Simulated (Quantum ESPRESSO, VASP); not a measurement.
Ho (P6_3/mmc, 2 atoms in the cell) computed with different codes at matched settings

Self-consistent single point, at a second geometry (lattice scaled by 0.98). First geometry:

```xyz
2
Lattice="1.7900 -3.1004 0.0000 1.7900 3.1004 0.0000 0.0000 0.0000 5.6200" Properties=species:S:1:pos:R:3 pbc="T T T"
Ho     1.7900     1.0335     1.4050
Ho     1.7900    -1.0335     4.2150
```
Moments meant for the start (each program seeds them in its own way; μB, in the order of the atoms Ho Ho): 4.0 4.0.

Shared settings, as Quantum ESPRESSO writes them: occupations = smearing; smearing = gauss; degauss = 0.0147 Ry; nspin = 2; K_POINTS = automatic 7 7 4 0 0 0. Potentials and cutoffs stand in the table.

```csv
code,model,ΔF from the first geometry (meV/atom),pressure (GPa),size of the net moment (μB/atom),cutoff
VASP,"PBE, VASP's PBE PAW potentials (set 64)",45.8,3.80,3.67,300 eV
Quantum ESPRESSO,"PBE, SSSP 1.1.2 efficiency (PBE) pseudopotentials",18.2,2.41,3.39,50 Ry
```

For VASP (by 1.2 GPa) the energy change implies a higher mean pressure, against the two pressures, than for the other programs: a sign of finite-basis (Pulay) stress.

The net moments differ, which can mean other magnetic states; other values may part for that reason too.

On VASP's run: spin-orbit coupling is off. The magnetic order is the one reached from the typed start; others were not searched systematically. With U or open f shells several self-consistent states can exist. The f electrons are in the valence without U or exact exchange, which can misplace them near the Fermi level. Spin-orbit terms, which matter for f shells, are left out.

The spread over the programs that give each value: ΔF from the first geometry within 27.6 meV/atom; pressure within 1.39 GPa; size of the net moment within 0.28 μB/atom.

VASP's run is marked for a possible Pulay error in its stress at this cutoff; no cutoff test was made.

The starting cell has typed, rounded lattice constants, without a prior relaxation at this level. For this run, on top of that: lattice scaled by 0.98.

Left out of this page: Ansatz (with a known weakness of the program); FLEUR (not drawn, or without a comparable value).
